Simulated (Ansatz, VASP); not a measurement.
**Two plane-wave programs on NaLuSbH**

The input INCAR:

```
ALGO = Normal ; EDIFF = 1E-7
EDIFFG = -0.01 ; ENCUT = 600
GGA = PE ; IBRION = 2
ISIF = 3 ; ISMEAR = 0
LASPH = True ; LCHARG = False
LREAL = False ; LWAVE = False
NELM = 100 ; NSW = 100
PREC = Accurate ; SIGMA = 0.1
```

File KPOINTS:

```
k-points
0
Gamma
  12 12 8
```

The input POSCAR:

```
NaLuSbH
1.0
    4.1111845515      0.0000000000      0.0000000000
    0.0000000000      4.1111845515      0.0000000000
    0.0000000000      0.0000000000      5.7670369232
Na Lu Sb H
1 1 1 1
Direct
    0.0000000000      0.0000000000      0.0000000000
    0.5000000000      0.5000000000      0.5000000000
    0.5000000000      0.5000000000      0.0000000000
    0.0000000000      0.0000000000      0.5000000000
```

Input for Ansatz:

```yaml
crystal:
  lattice:
    - [4.1111845515, 0.0, 0.0]
    - [0.0, 4.1111845515, 0.0]
    - [0.0, 0.0, 5.7670369232]
  atoms:
    - { symbol: Na, position: [0.0, 0.0, 0.0] }
    - { symbol: Lu, position: [0.5, 0.5, 0.5] }
    - { symbol: Sb, position: [0.5, 0.5, 0.0] }
    - { symbol: H, position: [0.0, 0.0, 0.5] }
basis:
  ecutwfc: 420
kpoints:
  mp_grid: { grid: [12, 12, 8] }
hamiltonian:
  xc: pbe
scf:
  occupations: { method: gaussian, width: 0.1 }
output:
  forces: true
  stress: true
  eigenvalues: true
relax:
  adjacent_minimum: "off"
  f_tol: 0.01
  max_steps: 80
  cell: { stress_tol: 0.05 }
```

Alike in both runs: task relaxation of cell and atoms; functional PBE; k mesh 12 × 12 × 8; occupations gaussian, width 0.1 eV; no spin polarisation.

|  | VASP | Ansatz |
| --- | --- | --- |
| version | VASP 6.6.1 | Ansatz 0.2.0 |
| potentials or method | VASP PAW PBE potentials, release 64 (Na_pv, Lu, Sb, H) | scalar-relativistic, plane waves, PAW |
| plane-wave cutoff (eV) | 600 | 420 |
| valence electrons in the cell | 38 | 50 |

|  | VASP | Ansatz | Ansatz less VASP |
| --- | --- | --- | --- |
| gap on the k mesh at the Fermi level, each at its own relaxed structure (eV) | none | none | - |
| relaxed volume (Å³/atom) | 24.63 | 24.59 | -0.043 |
| relaxed cell length with the largest relative difference (Å) | 5.767 | 5.759 | -0.0080 |

A gap of «none» marks a metal or a gap that the smearing closes. The two sets of potentials don't hold the same shells in valence.

Spin-orbit coupling is left out, which matters for the levels of Lu, Sb.
